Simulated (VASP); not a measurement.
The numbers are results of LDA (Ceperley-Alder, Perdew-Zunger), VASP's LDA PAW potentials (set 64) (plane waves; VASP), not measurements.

VASP input:

POSCAR:
```
CdF2
1
    0.0000000000     2.6545748054     2.6545748054
    2.6545748054     0.0000000000     2.6545748054
    2.6545748054     2.6545748054     0.0000000000
Cd F
1 2
Direct
  0.0000000000   0.0000000000   0.0000000000
  0.2500000000   0.2500000000   0.2500000000
  0.7500000000   0.7500000000   0.7500000000
```

File KPOINTS:
```
K-points
0
gamma
 7 7 7
```

INCAR:
```
ISMEAR  =  0   ! Gaussian
NSW  =  40   ! most ionic steps
ALGO  =  Normal   ! blocked Davidson
SIGMA  =  0.05   ! width (eV)
LREAL  =  .FALSE.   ! projection in real space or not
SYSTEM  =  CdF2
LWAVE  =  .FALSE.
LCHARG  =  .FALSE.
IBRION  =  2
EDIFFG  =  -0.02
LMAXMIX  =  4   ! l cut-off of mixed one-centre charges
EDIFF  =  1E-6
ISIF  =  3
ENCUT  =  620   ! plane-wave cut-off (eV)
NELM  =  100   ! most electronic steps
PREC  =  Accurate
LASPH  =  .TRUE.   ! aspherical one-centre terms
PSTRESS  =  50   ! kbar
```

POTCAR, in this order: Cd F (LDA.64 set). Program: vasp_std.

Energy and stress use the plane-wave basis of the starting cell.

Question: What does the run give for the energy per atom (σ→0), volume per atom?

Answer: 
| Quantity | Result |
|---|---|
| energy per atom (σ→0) | -4.240 eV/atom |
| volume per atom | 12.05 Å^3/atom |

### OSZICAR
```
...
DAV:   2    -0.127305153391E+02    0.10851E+00   -0.39254E-01   687   0.635E+00    0.660E-01
DAV:   3    -0.127226653769E+02    0.78500E-02   -0.18954E-02   680   0.298E+00    0.697E-01
DAV:   4    -0.127216085348E+02    0.10568E-02   -0.29676E-03   747   0.722E-01    0.457E-01
DAV:   5    -0.127213249426E+02    0.28359E-03   -0.65809E-04   681   0.347E-01    0.395E-02
DAV:   6    -0.127212903171E+02    0.34626E-04   -0.12370E-04   849   0.266E-01    0.111E-02
DAV:   7    -0.127212921867E+02   -0.18696E-05   -0.17836E-05   693   0.485E-02    0.562E-03
DAV:   8    -0.127212922129E+02   -0.26276E-07   -0.14131E-06   345   0.195E-02
   3 F= -.11593418E+02 E0= -.11593418E+02  d E =-.199518E-01
```

The compound is CdF2 in the fluorite structure. This run relaxes it under an external pressure of 5 GPa. Symmetry was kept, so distortions that lower it aren't found.
